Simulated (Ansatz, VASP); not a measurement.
# Cross-check of CuMo5 (Mo(100), 5 layers, one monolayer of Cu on hollow sites) between VASP and Ansatz, part 2 of 2

One calculation is typed for both programs; each brings its own data sets. How far apart do they land? Of the first pair: The structure shown is the start of the Ansatz relaxation below; VASP solves that cell, so the two are compared at the walk's first step.

VASP 6.6.1 and Ansatz 0.2.0.

So far: The structure; Ansatz: relaxation, PBE.

## 3. VASP: single point, PBE, start cell, pair 1

Level of this step: PBE; plane waves and PAW (Mo_sv, Cu) (VASP).

The same cell, functional, mesh and smearing now go to VASP, with its own data sets.

Lines of VASP's logs that name or quote its potential files are left out, and so is its time.

Input file INCAR:

```
SYSTEM = CuMo5
PREC = Accurate
ENCUT = 520
EDIFF = 1E-06
NELM = 120
ISMEAR = -1
SIGMA = 0.1
LREAL = .FALSE.
ALGO = Normal
GGA = PE
NBANDS = 50
LASPH = .TRUE.
LORBIT = 11
LWAVE = .FALSE.
LCHARG = .FALSE.
ISIF = 2
LDIPOL = .TRUE.
IDIPOL = 3
DIPOL = 0.5 0.5 0.485
LVHAR = .TRUE.
GGA_COMPAT = .FALSE.
NELMDL = -8
KPAR = 2
```

Input file POSCAR:

```
CuMo5
1.0
    3.1500000000      0.0000000000      0.0000000000
    0.0000000000      3.1500000000      0.0000000000
    0.0000000000      0.0000000000     25.3000000000
Mo Cu
5 1
Direct
    0.0000000000      0.0000000000      0.3280632411
    0.5000000000      0.5000000000      0.3903162055
    0.0000000000      0.0000000000      0.4525691700
    0.5000000000      0.5000000000      0.5148221344
    0.0000000000      0.0000000000      0.5770750988
    0.5000000000      0.5000000000      0.6479832411
```

Input file KPOINTS:

```
Automatic mesh
0
Gamma
8 8 1
0 0 0
```

Potentials, in the order of the species: Mo_sv and Cu (PBE family, release 64).

The run is started by

```bash
> mpirun -np 2 vasp_std
```

Numbers of over 12 decimals in the logs are rounded to 6 here.

Output:

```text
[banner, memory and clock lines left out]
running    2 mpi-ranks, on    1 nodes
 distrk:  each k-point on    1 cores,    2 groups
 distr:  one band on    1 cores,    1 groups

 POSCAR found type information on POSCAR MoCu
 POSCAR found :  2 types and       6 ions
 LDA part: xc-table for (Slater+PW92), standard interpolation
 POSCAR, INCAR and KPOINTS ok, starting setup
 FFT: planning ... GRIDC
 FFT: planning ... GRID_SOFT
 FFT: planning ... GRID
 WAVECAR not read
 entering main loop
       N       E                     dE             d eps       ncg     rms          rms(c)
DAV:   1     0.983227923841E+03    0.98323E+03   -0.47138E+04  1972   0.156E+03
DAV:   2     0.721369743056E+01   -0.97601E+03   -0.93995E+03  1656   0.475E+02
DAV:   3    -0.570625211599E+02   -0.64276E+02   -0.58884E+02  1984   0.127E+02
DAV:   4    -0.614456394761E+02   -0.43831E+01   -0.41766E+01  2184   0.275E+01
DAV:   5    -0.617033266627E+02   -0.25769E+00   -0.25047E+00  2176   0.554E+00
DAV:   6    -0.617197200817E+02   -0.16393E-01   -0.16147E-01  2294   0.114E+00
DAV:   7    -0.617207289293E+02   -0.10088E-02   -0.99998E-03  2200   0.202E-01
DAV:   8    -0.617208314820E+02   -0.10255E-03   -0.10129E-03  1912   0.437E-02    0.390E+01
DAV:   9    -0.258242071841E+03   -0.19652E+03   -0.19173E+03  2520   0.349E+02    0.495E+01
DAV:  10    -0.137588015950E+03    0.12065E+03   -0.45834E+03  2308   0.112E+02    0.637E+01
DAV:  11    -0.815194115755E+02    0.56069E+02   -0.34131E+02  1826   0.643E+01    0.265E+01
DAV:  12    -0.596118462913E+02    0.21908E+02   -0.11987E+02  2050   0.368E+01    0.160E+01
DAV:  13    -0.567479010741E+02    0.28639E+01   -0.27213E+01  2156   0.279E+01    0.792E+00
DAV:  14    -0.568846407582E+02   -0.13674E+00   -0.11098E+01  2162   0.196E+01    0.930E+00
[...]
DAV:  31    -0.544939972445E+02   -0.11464E-03   -0.40055E-05  1692   0.246E-02    0.792E-03
DAV:  32    -0.544940212889E+02   -0.24044E-04   -0.42281E-06  1462   0.898E-03    0.794E-03
DAV:  33    -0.544940490200E+02   -0.27731E-04   -0.37065E-06  1404   0.820E-03    0.820E-03
DAV:  34    -0.544940694687E+02   -0.20449E-04   -0.38806E-06  1252   0.170E-02    0.722E-03
DAV:  35    -0.544940792092E+02   -0.97405E-05   -0.13977E-06  1122   0.577E-03    0.607E-03
DAV:  36    -0.544940819988E+02   -0.27897E-05   -0.57015E-07  1040   0.355E-03    0.439E-03
DAV:  37    -0.544940831163E+02   -0.11175E-05   -0.65210E-07  1066   0.324E-03    0.226E-03
DAV:  38    -0.544940837205E+02   -0.60416E-06   -0.34833E-07   936   0.485E-03
   1 F= -.54494084E+02 E0= -.54392108E+02  d E =-.203951E+00
```

From OUTCAR (step 3):

```text
ion  position               nearest neighbor table
   1  0.000  0.000  0.328-   2 2.73   2 2.73   2 2.73   2 2.73   3 3.15
   2  0.500  0.500  0.390-   1 2.73   1 2.73   1 2.73   1 2.73   3 2.73   3 2.73   3 2.73   3 2.73
                             4 3.15
   3  0.000  0.000  0.453-   4 2.73   4 2.73   4 2.73   4 2.73   2 2.73   2 2.73   2 2.73   2 2.73
                             5 3.15   1 3.15
   4  0.500  0.500  0.515-   3 2.73   5 2.73   3 2.73   5 2.73   3 2.73   5 2.73   3 2.73   5 2.73
                             2 3.15
   5  0.000  0.000  0.577-   4 2.73   4 2.73   4 2.73   4 2.73   6 2.86   6 2.86   6 2.86   6 2.86
                             3 3.15
   6  0.500  0.500  0.648-   5 2.86   5 2.86   5 2.86   5 2.86

  LATTYP: Found a simple tetragonal cell.
 ALAT       =     3.1500000000
 C/A-ratio  =     8.0317460317

 Subroutine GETGRP returns: Found  8 space group operations
 (whereof  8 operations were pure point group operations)

The static configuration has the point symmetry C_4v.

 Found     15 irreducible k-points:

   k-points           NKPTS =     15   k-points in BZ     NKDIM =     15   number of bands    NBANDS=     50

   dimension x,y,z NGX =    24 NGY =   24 NGZ =  192
   dimension x,y,z NGXF=    48 NGYF=   48 NGZF=  384

   ENCUT  =  520.0 eV  38.22 Ry    6.18 a.u.   5.86  5.86 47.04*2*pi/ulx,y,z

   NELECT =      81.0000    total number of electrons

 k-points in reciprocal lattice and weights: Automatic mesh
   0.00000000  0.00000000  0.00000000       0.016
   0.12500000  0.00000000  0.00000000       0.062
   0.25000000  0.00000000  0.00000000       0.062
   0.37500000  0.00000000  0.00000000       0.062
   0.50000000  0.00000000  0.00000000       0.031
   0.12500000  0.12500000  0.00000000       0.062
   0.25000000  0.12500000  0.00000000       0.125
   0.37500000  0.12500000  0.00000000       0.125
   0.50000000  0.12500000  0.00000000       0.062
[...]
0.50000000  0.37500000  0.00000000       0.062
   0.50000000  0.50000000  0.00000000       0.016

 dipolmoment           0.000000      0.000000      0.020001 electrons x Angstroem

 average (electrostatic) potential at core
       1 -79.9264       2 -80.0306       3 -80.2214       4 -79.9621       5 -80.0151
       6 -69.0123

 E-fermi :   1.6469

 k-point     1 :       0.0000    0.0000    0.0000
  band No.  band energies     occupation
    ...
     40       1.2798      1.95038
     41       1.5864      1.29361
     42       1.6148      1.15940
     43       1.6148      1.15940
     44       1.6909      0.78351
     45       2.7571      0.00003
     46       2.9183      0.00001
     47       3.0312      0.00000
     48       3.0312      0.00000
     49       3.5100      0.00000
    ...

 k-point     2 :       0.1250    0.0000    0.0000
  band No.  band energies     occupation
    ...
     38       0.9977      1.99697
     39       1.0659      1.99403
     40       1.0779      1.99327
     41       1.2191      1.97263
     42       1.6886      0.79429
     43       2.1718      0.01045
     44       2.2577      0.00444
     45       2.3165      0.00247
     46       2.6257      0.00011
     47       2.9938      0.00000
    ...

 k-point     3 :       0.2500    0.0000    0.0000
  band No.  band energies     occupation
    ...
     37       0.6681      1.99989
     38       0.7007      1.99984
     39       0.8059      1.99955
     40       0.8392      1.99938
     41       1.4337      1.78790
     42       2.1066      0.01997
     43       2.2663      0.00408
     44       2.3950      0.00113
     45       2.4645      0.00056
     46       2.5717      0.00019
    ...

  Total       -7.0386515     -7.0386515     -5.3328740      0.0000000      0.0000000      0.0000000
  in kB      -44.9219308    -44.9219308    -34.0353546      0.0000000      0.0000000      0.0000000
  external PRESSURE =     -41.2930720 kB  Pullay stress =       0.0000000 kB

  energy-cutoff  :      520.00
  volume of cell :      251.04
      direct lattice vectors                 reciprocal lattice vectors
     3.150000000  0.000000000  0.000000000     0.317460317  0.000000000  0.000000000
     0.000000000  3.150000000  0.000000000     0.000000000  0.317460317  0.000000000
     0.000000000  0.000000000 25.300000000     0.000000000  0.000000000  0.039525692

 POSITION                                       TOTAL-FORCE (eV/Angst)
 -----------------------------------------------------------------------------------
      0.00000      0.00000      8.30000         0.000000     -0.000000      1.303092
      1.57500      1.57500      9.87500         0.000000      0.000000     -1.257747
      0.00000      0.00000     11.45000         0.000000     -0.000000      0.137323
      1.57500      1.57500     13.02500         0.000000      0.000000      0.489111
      0.00000      0.00000     14.60000        -0.000000     -0.000000      0.344766
      1.57500      1.57500     16.39398         0.000000     -0.000000     -1.016546
 -----------------------------------------------------------------------------------
    total drift:                                0.000000      0.000000      0.003339

  FREE ENERGIE OF THE ION-ELECTRON SYSTEM (eV)
  ---------------------------------------------------
  free  energy   TOTEN  =       -54.4940837205 eV

  energy  without entropy=      -54.2901329641  energy(sigma->0) =      -54.39210834

 vacuum level on the upper side and lower side of the slab         5.986         5.623

 total charge
# of ion       s       p       d       tot
------------------------------------------
    1        2.342   6.074   3.883  12.299
    2        2.381   6.193   3.908  12.483
    3        2.377   6.200   3.905  12.481
    4        2.384   6.190   3.929  12.503
    5        2.329   6.129   3.826  12.284
    6        0.432   0.163   9.195   9.791
--------------------------------------------------
tot         12.244  30.950  28.647  71.841

[... 3 further parts left out ...]
```

## 4. Comparison

Known differences besides the potentials themselves: the data sets hold 89 valence electrons in Ansatz (on its default PAW (the set named soft_2) files) and 81 in VASP; the cutoff is 420 eV in Ansatz and 520 eV in VASP. Total energies have different zeros and are not compared.

Forces (eV/Å; atoms numbered as in POSCAR):

```csv
atom,"Ansatz x, y, z","VASP x, y, z"
Mo1,"0.000, 0.000, 1.329","0.000, 0.000, 1.303"
Mo2,"0.000, 0.000, -1.250","0.000, 0.000, -1.258"
Mo3,"0.000, 0.000, 0.138","0.000, 0.000, 0.137"
Mo4,"0.000, 0.000, 0.480","0.000, 0.000, 0.489"
Mo5,"0.000, 0.000, 0.347","0.000, 0.000, 0.345"
Cu6,"0.000, 0.000, -1.044","0.000, 0.000, -1.017"
```

The forces differ by 9.4 meV/Å r.m.s., which is 1.8 % of the r.m.s. force of 0.510 eV/Å (both taken over all components). With vacuum in the cell, a pressure given here is an average over mostly empty space and none of the material.

## 5. Ansatz: relaxation, PBE

This run makes the geometry at which the two programs are then compared.

The structure compared here is the end of the Ansatz relaxation.

Input file input.yaml:

```yaml
crystal:
  lattice:
    - [3.15, 0.0, 0.0]
    - [0.0, 3.15, 0.0]
    - [0.0, 0.0, 25.3]
  atoms:
    - { symbol: Mo, position: [0.0, 0.0, 0.3280632411] }
    - { symbol: Mo, position: [0.5, 0.5, 0.3903162055] }
    - { symbol: Mo, position: [0.0, 0.0, 0.45256917] }
    - { symbol: Mo, position: [0.5, 0.5, 0.5148221344] }
    - { symbol: Mo, position: [0.0, 0.0, 0.5770750988] }
    - { symbol: Cu, position: [0.5, 0.5, 0.6479832423] }
kpoints:
  mp_grid: { grid: [8, 8, 1] }
hamiltonian:
  xc: pbe
scf:
  occupations: { method: fermi_dirac, width: 0.1 }
  convergence: { dr2_threshold: 1.0e-08 }
efield:
  axis: 3
  dipole_correction: true
  ramp_position: 0.97
  ramp_width: 0.04
relax:
  f_tol: 0.01
  constraints: [{ sites: [0, 1, 2] }]
output:
  write_potential: true
  write_density: true
  volumetric_format: npy
```

The run is started by

```bash
> ansatz run input.yaml --threads 4 --pin off --max-ram 8192MiB --backend cpu --events-out ev --progress --plain --runs-dir out
```

Output:

```text
[...]
Crystal: 6 atoms, lattice volume = 251.039 Å³
Basis set: ecut = 420 eV, 4957 PW (Γ), exchange–correlation on 48×48×360 points (8 copies of the dense FFT grid, shifted against one another)
Bands: 54, of which v1, the nominal top of the filled ones, is band 45 counted from 1 (44 counted from 0)
Symmetry: 8 space group operations
[...]
atoms:
    - { symbol: Mo, position: [0.0, 0.0, 0.3280632411] }
    - { symbol: Mo, position: [0.500000, 0.500000, 0.3903162055] }
    - { symbol: Mo, position: [0.0, 0.0, 0.452569] }
    - { symbol: Mo, position: [0.500000, 0.500000, 0.515161] }
    - { symbol: Mo, position: [-4.1108968104226345e-18, 0, 0.574441] }
    - { symbol: Cu, position: [0.500000, 0.500000, 0.631098] }
[key lines of the parts left out:]
SCF converged after 7 iterations
Free energy (F): -31401.556856 eV
Fermi energy:    4.624155 eV
Dipole field:    D = -0.027353 V/Å  (p = -0.037948 e·Å, saw-weighted, corrected)
Work function:   Φ+ = 4.6628 eV   Φ− = 3.9707 eV
```

## 6. VASP: single point, PBE, relaxed cell, pair 2

The same cell, functional, mesh and smearing now go to VASP, with its own data sets.

Changes to INCAR since step 3:

```diff
@@ -18,3 +18,3 @@
 IDIPOL = 3
-DIPOL = 0.5 0.5 0.485
+DIPOL = 0.5 0.5 0.482
 LVHAR = .TRUE.
```

Changes to POSCAR since step 3:

```diff
@@ -11,4 +11,4 @@
     0.0000000000      0.0000000000      0.4525691700
-    0.5000000000      0.5000000000      0.5148221344
-    0.0000000000      0.0000000000      0.5770750988
-    0.5000000000      0.5000000000      0.6479832411
+    0.5000000000      0.5000000000      0.5151606913
+    0.0000000000      0.0000000000      0.5744407194
+    0.5000000000      0.5000000000      0.6310984151
```

KPOINTS is that of step 3.

The run is started by

```bash
> mpirun -np 2 vasp_std
```

Output:

```text
[... set-up lines as in an earlier step ...]
 entering main loop
       N       E                     dE             d eps       ncg     rms          rms(c)
DAV:   1     0.996690143867E+03    0.99669E+03   -0.47110E+04  1964   0.156E+03
DAV:   2     0.853711755970E+01   -0.98815E+03   -0.95193E+03  1668   0.478E+02
DAV:   3    -0.570383801866E+02   -0.65575E+02   -0.60534E+02  1944   0.130E+02
DAV:   4    -0.614446046174E+02   -0.44062E+01   -0.41521E+01  2232   0.280E+01
[...]
DAV:  35    -0.547200537706E+02   -0.36845E-05   -0.39090E-07  1006   0.441E-03    0.159E-03
DAV:  36    -0.547200553829E+02   -0.16122E-05   -0.24175E-07   956   0.187E-03    0.113E-03
DAV:  37    -0.547200559725E+02   -0.58964E-06   -0.86536E-08   904   0.140E-03
   1 F= -.54720056E+02 E0= -.54618634E+02  d E =-.202844E+00
```

OUTCAR, selected parts (step 6):

```text
  Total       -3.8470636     -3.8470636     -1.8994535      0.0000000      0.0000000      0.0000000
  in kB      -24.5526472    -24.5526472    -12.1226514      0.0000000      0.0000000      0.0000000
  external PRESSURE =     -20.4093153 kB  Pullay stress =       0.0000000 kB

 POSITION                                       TOTAL-FORCE (eV/Angst)
 -----------------------------------------------------------------------------------
      0.00000      0.00000      8.30000         0.000000      0.000000      1.262682
      1.57500      1.57500      9.87500        -0.000000      0.000000     -1.232485
      0.00000      0.00000     11.45000         0.000000      0.000000     -0.066741
      1.57500      1.57500     13.03357        -0.000000     -0.000000      0.006786
      0.00000      0.00000     14.53335        -0.000000      0.000000     -0.008206
      1.57500      1.57500     15.96679        -0.000000     -0.000000      0.037963
 -----------------------------------------------------------------------------------
    total drift:                                0.000000     -0.000000     -0.001107

  FREE ENERGIE OF THE ION-ELECTRON SYSTEM (eV)
  ---------------------------------------------------
  free  energy   TOTEN  =       -54.7200559725 eV

  energy  without entropy=      -54.5172121187  energy(sigma->0) =      -54.61863405

[... 2 parts as in an earlier step ...]

[... 1 further part left out ...]
[key lines of the parts left out:]
E-fermi :   1.5504
```

## 7. Comparison

What differs besides the data sets and the points named for the pairs above, as far as they apply: the data sets hold 89 valence electrons in Ansatz (on its default PAW (the set named soft_2) files) and 81 in VASP. Total energies have different zeros and are not compared.

Both answers:

```csv
quantity,Ansatz,VASP,difference
"work function, lower of the two faces (eV)",3.97,3.97,0.00
"work function, higher of the two faces (eV)",4.66,4.65,+0.02
```

Forces (eV/Å; atoms numbered as in POSCAR):

```csv
atom,"Ansatz x, y, z","VASP x, y, z"
Mo1,"0.000, 0.000, 1.288","0.000, 0.000, 1.263"
Mo2,"0.000, 0.000, -1.225","0.000, 0.000, -1.232"
Mo3,"0.000, 0.000, -0.066","0.000, 0.000, -0.067"
Mo4,"0.000, 0.000, 0.002","0.000, 0.000, 0.007"
Mo5,"0.000, 0.000, 0.002","0.000, 0.000, -0.008"
Cu6,"0.000, 0.000, 0.000","0.000, 0.000, 0.038"
```

The forces differ by 11 meV/Å r.m.s., which is 2.7 % of the r.m.s. force of 0.416 eV/Å (both taken over all components). With vacuum in the cell, a pressure given here is an average over mostly empty space and none of the material.

## 8. Results

```yaml
r_m_s_force_difference_single_point_pbe_start_cell_pair_1: 1.8 % of the r.m.s. force
r_m_s_force_difference_single_point_pbe_relaxed_cell_pair_2: 2.7 % of the r.m.s. force
```

The r.m.s. force difference is 2.7 % of the r.m.s. force (single point, PBE, relaxed cell, pair 2), within the 3 % picked in this series as the mark of a large difference. The data sets hold unlike numbers of valence electrons (89 in Ansatz and 81 in VASP), so part of the differences comes from the potentials. Such differences can come from data sets, numerical settings and the points named under the comparisons, not from the functional's error against experiment.

[Lines on the potential files, build, host, timing and source positions are cut from VASP's logs without a mark.]

[Logs are printed without paths, hosts, clocks, repeated set-up lines and the standing remarks that a program may print on its own settings, such as how far it seeks lower states.]

[Hosts, paths, dates, database ids (printed as entryN), source tags and the programs' standing remarks are cut or masked in the printed files.]
